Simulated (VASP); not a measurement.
# PtS2: energy against strain

PtS2 (1T layered, P-3m1, 17.704 Å³/atom and stress up to 0.07 GPa in the relaxed cell, c along z) under a strain ε along c (axis z), the other axes held. PBEsol in VASP (plane waves, PAW), 480 eV, 10×10×6 Γ-centred mesh, Gaussian smearing 0.05 eV; ions are relaxed, or left where forces stay under 0.02 eV/Å, within the symmetry of each cell. Against the start cell, which lies near the measured one, the relaxed cell differs by -2.9 % in volume and -4.3 % in c; the values below rest on it.

Here s stands for strain and y for E less E0.

| strain (%) | E less E0 (meV/atom) |
|---|---|
| -1.50 | 0.21 |
| -1.00 | 0.08 |
| -0.50 | 0.02 |
| 0.00 | 0.00 |
| 0.50 | 0.03 |
| 1.00 | 0.10 |
| 1.50 | 0.21 |
| 3.00 | ? |

Q: Fit y against s with a parabola, and predict the withheld value at s = 3.00.

A: Least squares gives y = 0.000 + 0.0036·s + 0.0929·s². Residuals (row less fit): 0.006, -0.009, -0.001, 0.000, 0.005, 0.004, -0.004; standard error 0.007 (degrees of freedom: 4). Twice the quadratic coefficient over the volume, 2 × 0.0929 meV × 10⁴ × 0.1602 / 17.704 Å³, is the elastic constant C33 = 16.8 ± 0.5 GPa (± standard error of the fit, which holds the terms cut off). At the withheld row, y = 0.000 + 0.0036 × 3.0 + 0.0929 × 3.0² = 0.847 meV/atom. The calculation gives 0.72 meV/atom, 0.127 meV/atom below the prediction (17.6 % of the range of y in the table). The row lies outside the fitted rows, so this is an extrapolation. From the scatter of the fitted rows alone, a prediction at this place has a standard error of 0.026 meV/atom, so the miss is 4.9 times that.

A polynomial of degree 3 through the 12 other runs of the series gives 0.69 there, so most of the miss is curvature that the fit leaves out. Spin-orbit coupling is left out, which can shift these values for the heavy elements here. For PtS2: without a dispersion term in the relaxation, distances and binding between the weakly bound layers, chains or molecules are unreliable, and so is what depends on them. Rows are the converged runs of the series near zero and its far end, less any whose ions stayed unrelaxed beside relaxed ones; series whose fitted rows scatter by over a few per cent of the range, as at a crossing or softening among them, aren't shown in this form. Most that stay on the fit to the last digits aren't either.
